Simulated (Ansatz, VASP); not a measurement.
# ZnIn2: VASP beside Ansatz

Aim: how closely do two programs agree when they are given the same cell, functional and k mesh? The cell is generated by rule, not measured, and may not be a known phase. The cell is taken from a series of runs on this material, whose earlier steps may have relaxed, scaled, displaced or heated it; both programs get it as it stands.

Method: plane waves, with VASP 6.6.1 beside it; zone-centre phonons at PBEsol, in Ansatz 0.2.0.

The structure was built from a prototype and need not be the compound's stable phase.

## 1. The structure

It takes space group P6/mmm (No. 191, hexagonal). The conventional cell has a = 5.149 Å, b = 5.149 Å, c = 2.990 Å, α = 90.00°, β = 90.00°, γ = 120.00°. Nearest to Zn lie 2 Zn at 2.99 Å and 12 In at 3.33 Å. Nearest to In lie 5 In at 2.97 to 2.99 Å and 6 Zn at 3.33 Å. Farther neighbours are not listed.

## 2. Ansatz: zone-centre phonons, PBEsol

Ansatz runs on norm-conserving files, of PseudoDojo where its log says so.

Second derivatives magnify differences that forces hide, and they need a tight electronic threshold.

Contents of input.yaml:

```yaml
crystal:
  lattice:
    - [5.149492037, 4.0657e-06, 0.0]
    - [-2.5747495395, 4.4595888878, 0.0]
    - [0.0, 0.0, 2.9900494017]
  atoms:
    - { symbol: Zn, position: [0.0, 0.0, 0.0] }
    - { symbol: In, position: [0.3333333333, 0.6666666667, 0.5] }
    - { symbol: In, position: [0.6666666667, 0.3333333333, 0.5] }
kpoints:
  mp_grid: { grid: [12, 12, 16] }
hamiltonian:
  xc: pbesol
  pseudopotentials: { kind: nc }
scf:
  occupations: { method: methfessel_paxton, width: 0.2 }
output:
  eigenvalues: true
phonons:
  method: dfpt
  qmesh: [1, 1, 2]
  temperatures: { t_max: 1000, t_step: 50 }
  qpath:
    path:
      - [[0.0, 0.0, 0.0], [0.5, 0.0, 0.0], [0.33333333, 0.33333333, 0.0], [0.0, 0.0, 0.0], [0.0, 0.0, 0.5], [0.5, 0.0, 0.5], [0.33333333, 0.33333333, 0.5], [0.0, 0.0, 0.5]]
      - [[0.5, 0.0, 0.5], [0.5, 0.0, 0.0]]
      - [[0.33333333, 0.33333333, 0.5], [0.33333333, 0.33333333, 0.0]]
    npoints: 10
```

Launch:

```bash
> ansatz run input.yaml --threads 8 --pin off --max-ram 14336MiB --backend cpu --events-out ev --progress --plain --runs-dir out
```

Numbers of over 12 decimals in the logs are rounded to 6 here.

The log of the run:

```text
Warning: phonons: the dynamical matrix that this run interpolates holds no multipole term above the dipole-dipole one, and a site of this crystal is no centre of inversion, so its interpolated transverse optical and acoustic branches and sound speeds can stay off near Gamma, and the density of states and the thermodynamics with them. What a run solves at a wave vector of phonons.qpoints, Gamma apart, where the deck admits one, is free of this, and under fd what a larger phonons.supercell samples
Engine: ansatz 0.2.0, aarch64-unknown-linux-gnu
Pseudopotentials: kind: nc
Pseudopotential: Zn, nc, valence charge 20, recommended cutoff 1142.878222 eV (normal), Zn.nc.azcp (PseudoDojo's, or run here from an input of PseudoDojo's: the run reads no file of this project's for it)
Pseudopotential: In, nc, valence charge 13, recommended cutoff 952.398519 eV (normal), In.nc.azcp (PseudoDojo's, or run here from an input of PseudoDojo's: the run reads no file of this project's for it)
Functional definition: PBEsol
  exchange = pbesol_x
  correlation = pbesol_c
Crystal: 3 atoms, lattice volume = 68.665 Å³
Basis set: ecut = 1142.878222 eV, 6035 PW (Γ), exchange–correlation on 120×120×72 points (8 copies of the dense FFT grid, shifted against one another)
Bands: 28, of which v1, the nominal top of the filled ones, is band 23 counted from 1 (22 counted from 0)
Symmetry: 24 space group operations
k-points: 171 of 2304
Non-local potential: Zn, projectors of the file, l = 0: 2, l = 1: 2, l = 2: 2
Non-local potential: In, projectors of the file, l = 0: 2, l = 1: 2, l = 2: 2
Initial density: superposition of atomic densities (chi_scale 0.1, normalization cell, long waves kept (reshape's long-wave potential 0.00 eV rms))
Initial wavefunctions: pseudopotential atomic-orbital guess
Functional: x = pbesol(κ = 0.804, μ = 0.123457), c = pbesol(β = 0.046)
SCF iter   1: F=—  HF=-9292.566672 eV  |F-HF|=—  |Δ(HF+E_count)|=         —  Δρ=2.07e-2  dr2=3.52e-1  ethr=3.10e-3  ⟨swp⟩=5.2  Hψ=18474  notcnv=0
preconditioner: auto → Kerker (q_TF=auto, 2.552 Å⁻¹)  [metal: Δε(μ)=0.009 eV  Ē_g=13.606 eV  σ=0.200 eV  W_gap=0.04  n_scr=26 (ndim 8)  ℏωp=27.6 eV  f_vac=0.000  D(μ)=1.05/eV (n_scr^D=6)]
SCF iter   2: F=—  HF=-9292.473497 eV  |F-HF|=—  |Δ(HF+E_count)|=   9.32e-2  S|Δr|=    0.00e0  Δρ=1.22e-2  dr2=1.24e-1  ethr=7.65e-4  ⟨swp⟩=1.0  Hψ=6176  notcnv=0
SCF iter   3: F=—  HF=-9292.437208 eV  |F-HF|=—  |Δ(HF+E_count)|=   3.63e-2  S|Δr|=    0.00e0  Δρ=3.91e-3  dr2=4.97e-3  ethr=2.70e-4  ⟨swp⟩=2.2  Hψ=6896  notcnv=0  defer=1
SCF iter   4: F=—  HF=-9292.437322 eV  |F-HF|=—  |Δ(HF+E_count)|=   1.14e-4  S|Δr|=    0.00e0  Δρ=2.19e-3  dr2=1.50e-3  ethr=1.08e-5  ⟨swp⟩=2.2  Hψ=7892  notcnv=0  defer=3
SCF iter   5: F=—  HF=-9292.436861 eV  |F-HF|=—  |Δ(HF+E_count)|=   4.61e-4  S|Δr|=    0.00e0  Δρ=6.24e-4  dr2=1.00e-4  ethr=3.27e-6  ⟨swp⟩=2.4  Hψ=8325  notcnv=0  defer=4
SCF iter   6: F=—  HF=-9292.436854 eV  |F-HF|=—  |Δ(HF+E_count)|=   7.43e-6  S|Δr|=    0.00e0  Δρ=2.69e-4  dr2=2.75e-5  ethr=2.18e-7  ⟨swp⟩=2.6  Hψ=8372  notcnv=0  defer=4
SCF iter   7: F=—  HF=-9292.436842 eV  |F-HF|=—  |Δ(HF+E_count)|=   1.17e-5  S|Δr|=    0.00e0  Δρ=5.98e-5  dr2=1.56e-6  ethr=5.97e-8  ⟨swp⟩=2.1  Hψ=7588  notcnv=0  defer=4
SCF iter   8: F=—  HF=-9292.436579 eV  |F-HF|=—  |Δ(HF+E_count)|=   2.63e-4  S|Δr|=    0.00e0  Δρ=2.14e-5  dr2=1.88e-7  ethr=3.40e-9  ⟨swp⟩=3.3  Hψ=11740  notcnv=0  defer=8
SCF iter   9: F=—  HF=-9292.436579 eV  |F-HF|=—  |Δ(HF+E_count)|=   7.31e-8  S|Δr|=    0.00e0  Δρ=3.76e-6  dr2=2.98e-9  ethr=4.09e-10  ⟨swp⟩=2.0  Hψ=8659  notcnv=0  defer=8
SCF iter  10: F=—  HF=-9292.436579 eV  |F-HF|=—  |Δ(HF+E_count)|=  2.58e-10  S|Δr|=    0.00e0  Δρ=1.63e-6  dr2=8.23e-10  ethr=6.47e-12  ⟨swp⟩=3.1  Hψ=9333  notcnv=0  defer=8
SCF iter  11: F=—  HF=-9292.436579 eV  |F-HF|=—  |Δ(HF+E_count)|=  2.93e-10  S|Δr|=    0.00e0  Δρ=3.43e-7  dr2=4.17e-11  ethr=1.79e-12  ⟨swp⟩=2.0  Hψ=8278  notcnv=0  defer=8
SCF iter  12: F=-9292.436579 eV  HF=-9292.436579 eV  |F-HF|=3.64e-12  |Δ(HF+E_count)|=  1.27e-11  S|Δr|=    0.00e0  Δρ=3.19e-8  dr2=4.11e-13  ethr=1.00e-12  ⟨swp⟩=12.6  Hψ=33048  notcnv=0
SCF 1 converged in 12 iterations: F = -9292.436579 eV  dr2 = 4.11e-13
Initial density: read from a saved state, or passed on in memory by an earlier SCF of this step, an earlier step, the calling program or the single point that the run made first
iter 1 solved again at ethr=7.65e-8 eV; its pass at ethr=3.10e-3 eV (dr2=3.52e-5 eV) is discarded
SCF iter   1: F=—  HF=-9292.436839 eV  |F-HF|=—  |Δ(HF+E_count)|=         —  Δρ=2.47e-6  dr2=7.89e-10  ethr=7.65e-8  ⟨swp⟩=5.6  Hψ=41295  notcnv=0
eigensolver tolerance schedule: the retry pair's looser diagonalisation over-reported the residual by 44561.49 of it (diagonalisation noise at an unbounded share of the residual, at the tolerance the schedule requests for it); recorded, not acted on — ethr = c·dr2/N_el stays at c = 1.0e-1
preconditioner: auto → Kerker (q_TF=auto, 2.552 Å⁻¹)  [metal: Δε(μ)=0.004 eV  Ē_g=14.007 eV  σ=0.200 eV  W_gap=0.02  n_scr=26 (ndim 8)  ℏωp=27.6 eV  f_vac=0.000  D(μ)=1.05/eV (n_scr^D=6)]
SCF iter   2: F=—  HF=-9292.436579 eV  |F-HF|=—  |Δ(HF+E_count)|=   2.60e-4  S|Δr|=    0.00e0  Δρ=1.57e-6  dr2=3.54e-10  ethr=1.72e-12  ⟨swp⟩=5.8  Hψ=18776  notcnv=0
SCF iter   3: F=—  HF=-9292.436579 eV  |F-HF|=—  |Δ(HF+E_count)|=  8.37e-11  S|Δr|=    0.00e0  Δρ=8.76e-7  dr2=9.37e-11  ethr=1.00e-12  ⟨swp⟩=2.1  Hψ=5980  notcnv=0
SCF iter   4: F=—  HF=-9292.436579 eV  |F-HF|=—  |Δ(HF+E_count)|=  2.18e-11  S|Δr|=    0.00e0  Δρ=5.47e-7  dr2=3.72e-11  ethr=1.00e-12  ⟨swp⟩=1.0  Hψ=4788  notcnv=0
SCF iter   5: F=—  HF=-9292.436579 eV  |F-HF|=—  |Δ(HF+E_count)|=  5.46e-12  S|Δr|=    0.00e0  Δρ=3.36e-7  dr2=1.40e-11  ethr=1.00e-12  ⟨swp⟩=1.0  Hψ=4789  notcnv=0
SCF iter   6: F=—  HF=-9292.436579 eV  |F-HF|=—  |Δ(HF+E_count)|=  1.82e-12  S|Δr|=    0.00e0  Δρ=2.99e-7  dr2=1.16e-11  ethr=1.00e-12  ⟨swp⟩=5.6  Hψ=13774  notcnv=0
SCF iter   7: F=-9292.436579 eV  HF=-9292.436579 eV  |F-HF|=5.46e-12  |Δ(HF+E_count)|=    0.00e0  S|Δr|=    0.00e0  Δρ=2.40e-7  dr2=7.51e-12  ethr=1.00e-12  ⟨swp⟩=2.0  Hψ=8517  notcnv=0
SCF 2 converged in 7 iterations: F = -9292.436579 eV  dr2 = 7.51e-12
phonons: the bands overlap, so this run is a metal and interpolates without the dipole-dipole term. If the crystal is really an insulator or semiconductor, its LO-TO splitting is missing
NSCF: frozen V_eff on 171 k-points
WARN: eigensolver did not converge (k=57): 1 band(s) unlocked after 2 eigensolves, warm-restarted (20 sweeps on the last) at ethr=2.09e-12 eV (storage-precision floor; scheduled 1.00e-12 eV) (lowest unlocked band 27, counted from 0; max residual 1.10e-5 eV among the unlocked bands, 1.10e-5 eV over every band; other slots of this pass that fall short are told together in one closing line; warning suppressed until the next SCF loop or pass starts)
WARN: eigensolver did not converge in 2 slots of this pass, the one above among them; of largest residual over every band (k=65): 1 band(s) unlocked (lowest unlocked band 27, counted from 0; max residual 8.73e-4 eV among the unlocked bands, 8.73e-4 eV over every band); of lowest unlocked band (k=57): band 27
NSCF: frozen V_eff on 666 k-points
DFPT response loops at q = (0, 0, 0) (fractional): preconditioner auto → Kerker (q_TF=auto, 2.552 Å⁻¹) (partly filled bands, converged f_vac=0.000); β = 1.00, the filter's whole step (`scf.mixing.beta` (0.50) is not read by the response loops under this deck's `scf.mixing.preconditioner`; to damp them name `kerker` or `kerker_dos`, under which they read `scf.mixing.beta`, and type it under 1.00, their step now; both keys bind the ground state too); Broyden in place of MSR1
NSCF: frozen V_eff on 1332 k-points
DFPT response loops at q = (0, 0, -0.5) (fractional): mixed as the last ones told, above
SCF converged after 12 iterations
Stability not checked: this state was not tested for a lower state beside it, because cold or Methfessel-Paxton smearing, or corrected tetrahedra, fill the levels in a way that the test cannot read (fill_not_monotonic; see scf.lower_state_search)
Free energy (F): -9292.436579 eV
Harris-Foulkes:  -9292.436579 eV  (|F-HF|=3.64e-12)
Internal energy: -9292.438849 eV  (E = F + TS)
E sigma→0 (E₀):  -9292.437146 eV
Entropy (-TS):   0.002270 eV (0.757 meV/atom)
Fermi energy:    11.068458 eV
--- Per-component energies (eV) ---
  E_band       = -613.288244
  E_kinetic    = 4778.528385
  E_local      = -8046.395694  (includes V_loc(G=0)·N_el)
  E_nonlocal   = -2102.541718
  E_hartree    = 3034.246730
  E_xc         = -1683.643472
  E_vxc        = -1311.372739  (∫ρ·V_xc dr)
  E_ewald      = -5272.633080
  E_smearing   = 0.002270  (= −TS)
  E_closure    = -0.000000  (closes the sum)
  Σ components = -9292.436579   (vs F -9292.436579, Δ=0.00e0)
--- Band table (eV; the first three rows and the last of 171) ---
  k-point 0: bands = [... 19 lower, 4.3088, 8.5483, 9.5511, 10.0059, 10.0059, 10.7854, 10.7854, 18.2153, ... 1 higher]
  k-point 1: bands = [... 19 lower, 4.2981, 8.6060, 9.6025, 10.0771, 10.0771, 10.8629, 10.8629, 17.2697, ... 1 higher]
  k-point 2: bands = [... 19 lower, 4.2681, 8.7814, 9.7575, 10.2883, 10.2883, 11.0930, 11.0930, 15.5812, ... 1 higher]
  k-point 170: bands = [... 19 lower, 8.0868, 8.0868, 9.1058, 9.1377, 9.1377, 9.9716, 15.7627, 16.9085, ... 1 higher]
--- Phonons (Γ-DFPT): 4 representative perturbations + reference (Σ response iterations 11) ---
  ASR residual: 2.627e-4 → 0.000e0 eV/Å²; symmetrization residual: 1.318e-4 eV/Å²
  ASR residual per site (eV/Å²): 2.63e-4 1.74e-4 1.74e-4
  Γ frequencies (cm⁻¹): -35.37 -25.41 0.00 0.00 0.00 59.98 59.98 122.53 122.53
--- Phonons (arbitrary-q DFPT): 2 irreducible q on the 1×1×2 mesh ---
  q = [0.0000, 0.0000, 0.0000] (star 1, of the zone-centre solve; hermiticity 7.90e-5, symmetrization 1.26e-6): -35.37 -25.41 -0.00 -0.00 -0.00 59.98 59.98 122.53 122.53
  q = [0.0000, 0.0000, -0.5000] (star 1, 4 solved perturbations in 1674 linear systems a pass and spin channel, the states on 666 of 2304 k-point pairs; hermiticity 1.38e-7, symmetrization 8.24e-8, the responses' own estimated error 1.2e-4 eV/Å²): -30.02 -30.02 41.49 41.49 57.35 106.91 106.91 127.02 147.35
  sum rule: each row above includes the acoustic sum rule's correction from the zone centre's row sums; it moved no ω² by more than (1.05 cm⁻¹)²
  mesh force constants: q→R imaginary residual 0.00e0; ASR residual 2.627e-4 → 0.000e0 eV/Å²; symmetrization residual 5.329e-15 eV/Å²
  interpolated dispersion: 93 rows × 9 modes
  density of states and harmonic sums: on the 14×14×22 q-mesh, interpolated from the force constants of a 1×1×2 supercell (no non-analytic term)
  largest difference from the sums on the solved wave vectors: F 7.39e-1 eV, S 9.92e-4 and C_V 2.54e-4 eV/K
  zero-point energy: 0.036939 eV/cell   skipped modes (ω ≤ 0): 218, of them read as no rigid motion or as one in doubt: 215 (5.619e-1 modes/cell left out, lowest -35.37 cm⁻¹)   left out of the sums: 6.25e-2 of the cell's modes: C_V's classical limit lies that fraction below 3 k_B per atom; for a crystal, a wire or a layer, F and S can be off by more, and a phonons.interpolated_qmesh denser along its periods is the remedy for the sampling
```

(Part 1 of 2 ends here.)

[Lines on the potential files, build, host, timing and source positions are cut from VASP's logs without a mark.]

[Logs are printed without paths, hosts, clocks, repeated set-up lines and the standing remarks that a program may print on its own settings, such as how far it seeks lower states.]

[Hosts, paths, dates, database ids (printed as entryN), source tags and the programs' standing remarks are cut or masked in the printed files.]
